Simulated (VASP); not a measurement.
The input files of a VASP run:

**KPOINTS**
```
Automatic mesh
0
Gamma
6 6 6
0 0 0
```

File POSCAR:
```
BaHfO3
1.0
  4.1228509695   0.0000000000   0.0000000000
  0.0000000000   4.1228509695   0.0000000000
  0.0000000000   0.0000000000   4.1228509695
Ba Hf O
1 1 3
Cart
  0.0000000000   0.0000000000   0.0000000000
  2.0614254847   2.0614254847   2.0614254847
  2.0614254847   0.0000000000   2.0614254847
  0.0000000000   2.0614254847   2.0614254847
  2.0614254847   2.0614254847   0.0000000000
```

INCAR:
```
ALGO=Normal
EDIFF=1E-6
EDIFFG=-0.02
ENCUT=620
GGA=PE
IBRION=2
ISIF=3
ISMEAR=0
LASPH=.TRUE.
LCHARG=.FALSE.
LMAXMIX=6
LREAL=.FALSE.
LWAVE=.FALSE.
NELM=100
NSW=40
PREC=Accurate
PSTRESS=200
SIGMA=0.05
SYSTEM=BaHfO3
```

POTCAR, in this order: Ba_sv Hf_pv O (PBE.64 set). Program: vasp_std.

**Question.** Translate this PBE calculation to Ansatz.

**Answer.** One equivalent input (not run):
Ansatz 0.2 input:
```yaml
crystal:
  lattice:
    - [4.1228510, 0.0000000, 0.0000000]
    - [0.0000000, 4.1228510, 0.0000000]
    - [0.0000000, 0.0000000, 4.1228510]
  atoms:
    - { symbol: Ba, position: [0.0000000, 0.0000000, 0.0000000] }
    - { symbol: Hf, position: [0.5000000, 0.5000000, 0.5000000] }
    - { symbol: O, position: [0.5000000, 0.0000000, 0.5000000] }
    - { symbol: O, position: [0.0000000, 0.5000000, 0.5000000] }
    - { symbol: O, position: [0.5000000, 0.5000000, 0.0000000] }
kpoints:
  mp_grid: { grid: [6, 6, 6] }
hamiltonian:
  xc: pbe
  pseudopotentials: { kind: paw }
scf:
  occupations: { method: gaussian, width: 0.05 }
  max_iter: 100
relax:
  max_steps: 40
  f_tol: 0.02
  cell: { p_target: 20 }
output: { forces: true, stress: true, eigenvalues: true }
```
What does not carry over: each code has its own PAW files, so the cut-off isn't converted (ENCUT is set for VASP's; basis.ecutwfc is left out, and Ansatz then takes the one that its files recommend); Ansatz stops its SCF on the density residual and VASP on the energy change (EDIFF).

The compound is BaHfO3 in the cubic perovskite structure. This run relaxes it under an external pressure of 20 GPa. Symmetry was kept, so distortions that lower it aren't found.
